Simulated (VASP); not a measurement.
Calculation: PBEsol GGA, VASP's PBE PAW potentials (set 64) (plane waves; VASP).

The input files of a VASP run:

**KPOINTS**
```
Automatic
0
G
 4 4 7
0 0 0
```

### INCAR
```
ALGO=Normal
EDIFF=1E-7
ENCUT=400
GGA=PS
ISIF=2
ISMEAR=-5
LASPH=.TRUE.
LCHARG=.TRUE.
LEFG=.TRUE.
LMAXMIX=6
LORBIT=11
LREAL=.FALSE.
LWAVE=.FALSE.
NEDOS=601
NELM=100
PREC=Accurate
SYSTEM=Cd3HgS4
```

### POSCAR
```
Cd3HgS4
1
    0.0010249090     5.8398605962     5.8356447435
    5.8398605962     0.0010249090     5.8356447435
    2.9204427526     2.9204427526    -0.0000000000
Hg S Cd
1 4 3
Direct
  0.9998236644   0.9998236644   0.0003526712
  0.1264289759   0.1264289759   0.2471420482
  0.1257068575   0.6226965431   0.2515965995
  0.6226965431   0.1257068575   0.2515965995
  0.6249825367   0.6249825367   0.2500349266
  0.9994080537   0.5006325714   0.9999593748
  0.5006325714   0.9994080537   0.9999593748
  0.5003207973   0.5003207973   0.9993584056
```

POTCAR, in this order: Hg S Cd (PBE.64 set). Program: vasp_std.

The run wrote:

File OSZICAR:
```
       N       E                     dE             d eps       ncg     rms          rms(c)
DAV:   1     0.461374524848E+03    0.46137E+03   -0.30526E+04  3182   0.125E+03
DAV:   2     0.192524203092E+01   -0.45945E+03   -0.45050E+03  3555   0.344E+02
DAV:   3    -0.271899100195E+02   -0.29115E+02   -0.28970E+02  3748   0.851E+01
DAV:   4    -0.276126645527E+02   -0.42275E+00   -0.42201E+00  3675   0.998E+00
DAV:   5    -0.276202799144E+02   -0.76154E-02   -0.76135E-02  3730   0.132E+00    0.176E+01
DAV:   6    -0.257258159657E+02    0.18945E+01   -0.46370E+00  4141   0.191E+01    0.135E+01
DAV:   7    -0.257319889877E+02   -0.61730E-02   -0.21066E+00  3541   0.631E+00    0.549E+00
DAV:   8    -0.257017196542E+02    0.30269E-01   -0.41349E-01  3935   0.496E+00    0.968E-01
DAV:   9    -0.256960854315E+02    0.56342E-02   -0.56482E-02  3979   0.229E+00    0.273E-01
DAV:  10    -0.256961524045E+02   -0.66973E-04   -0.24026E-03  3499   0.253E-01    0.151E-01
DAV:  11    -0.256961175947E+02    0.34810E-04   -0.16079E-04  3752   0.691E-02    0.133E-01
DAV:  12    -0.256961855588E+02   -0.67964E-04   -0.10098E-04  3455   0.645E-02    0.707E-02
DAV:  13    -0.256961689742E+02    0.16585E-04   -0.21869E-04  3927   0.903E-02    0.317E-02
DAV:  14    -0.256961709533E+02   -0.19792E-05   -0.21533E-05  3588   0.260E-02    0.907E-03
DAV:  15    -0.256961712064E+02   -0.25308E-06   -0.20304E-06  3514   0.678E-03    0.186E-02
DAV:  16    -0.256961713967E+02   -0.19025E-06   -0.50730E-07  3148   0.353E-03    0.307E-03
DAV:  17    -0.256961713673E+02    0.29328E-07   -0.60099E-08  1932   0.103E-03
   1 F= -.25696171E+02 E0= -.25696171E+02  d E =0.000000E+00
```

**OUTCAR**
```
------------------------ aborting loop because EDIFF is reached ----------------------------------------
  FORCE on cell =-STRESS in cart. coord.  units (eV):
  Direction    XX          YY          ZZ          XY          YZ          ZX
  --------------------------------------------------------------------------------------
  Total        0.0646562      0.0646562      0.0541457      0.0219746      0.0000000      0.0000000
  in kB        0.5205071      0.5205071      0.4358936      0.1769039      0.0000000      0.0000000
  external PRESSURE =       0.4923026 kB  Pullay stress =       0.0000000 kB
  volume of cell :      199.02
      direct lattice vectors                 reciprocal lattice vectors
     0.001024909  5.839860596  5.835644743    -0.085633511  0.085633511  0.085680336
     5.839860596  0.001024909  5.835644743     0.085633511 -0.085633511  0.085680336
     2.920442753  2.920442753  0.000000000     0.171206917  0.171206917 -0.171360671
 POSITION                                       TOTAL-FORCE (eV/Angst)
 -----------------------------------------------------------------------------------
      5.84089      5.84089     11.66923        -0.000000     -0.000000     -0.011640
      1.46022      1.46022      1.47559         0.000000      0.000000      0.016423
      4.37136      1.46952      4.36742        -0.009540      0.009540     -0.006513
      1.46952      4.37136      4.36742         0.009540     -0.009540     -0.006513
      4.38066      4.38066      7.29435        -0.000000     -0.000000     -0.003829
      5.84497      8.75724      8.75370         0.012972     -0.012972      0.000122
      8.75724      5.84497      8.75370        -0.012972      0.012972      0.000122
      5.84089      5.84089      5.83939         0.000000      0.000000      0.011829
 -----------------------------------------------------------------------------------
    total drift:                               -0.000007     -0.000007      0.000068
  FREE ENERGIE OF THE ION-ELECTRON SYSTEM (eV)
  ---------------------------------------------------
  free  energy   TOTEN  =       -25.6961713673 eV

  energy  without entropy=      -25.6961713673  energy(sigma->0) =      -25.69617137

 total charge

# of ion       s       p       d       tot
------------------------------------------
    1        0.674   0.429   9.398  10.500
    2        1.326   2.337   0.000   3.664
    3        1.322   2.355   0.000   3.677
    4        1.322   2.355   0.000   3.677
    5        1.318   2.373   0.000   3.691
    6        0.434   0.333   9.556  10.323
    7        0.434   0.333   9.556  10.323
    8        0.432   0.331   9.556  10.320
--------------------------------------------------
tot          7.263  10.846  38.065  56.173

 Electric field gradients after diagonalization (V/A^2)
 (convention: |V_zz| > |V_xx| > |V_yy|)
----------------------------------------------------------------------
 ion       V_xx      V_yy      V_zz     asymmetry (V_yy - V_xx)/ V_zz
----------------------------------------------------------------------
   1       3.725     0.607    -4.332       0.720
   2      23.397     0.558   -23.955       0.953
   3     -11.829   -11.824    23.653       0.000
   4     -11.829   -11.824    23.653       0.000
   5      -0.143    -0.128     0.270       0.056
   6      -2.097    -1.349     3.446       0.217
   7      -2.097    -1.349     3.446       0.217
   8      -1.840    -0.658     2.498       0.473
```
(Selected blocks of OUTCAR.)

**OUTCAR**
```
 val. band max:        1.4499782553   @ k =   0.0000   0.0000   0.0000

 cond. band min:       1.9754300861   @ k =   0.0000   0.0000   0.0000


 Fermi energy:         1.4692800312

 k-point     1 :       0.0000    0.0000    0.0000
  band No.  band energies     occupation
      1     -11.2076      2.00000
      2     -10.7389      2.00000
      3     -10.7145      2.00000
      4     -10.5751      2.00000
      5      -6.4179      2.00000
      6      -6.4022      2.00000
      7      -6.3977      2.00000
      8      -6.3068      2.00000
      9      -6.2623      2.00000
     10      -6.2011      2.00000
     11      -6.1926      2.00000
     12      -6.0566      2.00000
     13      -5.9593      2.00000
     14      -5.9564      2.00000
     15      -5.9479      2.00000
     16      -5.9139      2.00000
     17      -5.8896      2.00000
     18      -5.8471      2.00000
     19      -5.5583      2.00000
     20      -4.9191      2.00000
     21      -4.6356      2.00000
     22      -4.5046      2.00000
     23      -4.4156      2.00000
     24      -4.3578      2.00000
     25      -3.5509      2.00000
     26      -3.2118      2.00000
     27      -2.7572      2.00000
     28      -0.6272      2.00000
     29      -0.6213      2.00000
     30       0.5161      2.00000
     31       0.5478      2.00000
     32       0.6147      2.00000
     33       0.6387      2.00000
     34       1.4297      2.00000
     35       1.4301      2.00000
     36       1.4500      2.00000
     37       1.9754      0.00000
     38       3.7265      0.00000
     39       4.1920      0.00000
     40       4.7841      0.00000
     41       5.4434      0.00000
     42       7.7275      0.00000
     43       7.7308      0.00000

 k-point     2 :       0.2500    0.0000    0.0000
  band No.  band energies     occupation
      1     -11.1424      2.00000
      2     -10.7957      2.00000
      3     -10.7055      2.00000
      4     -10.5963      2.00000
      5      -6.3998      2.00000
...
```

Unless said otherwise, spin-orbit coupling is left out, though it shifts the bands of the heavy elements here.

The structure was generated: Cd3HgS4 was put into an ordered model structure (Amm2), which need not be its known phase. It was relaxed first.
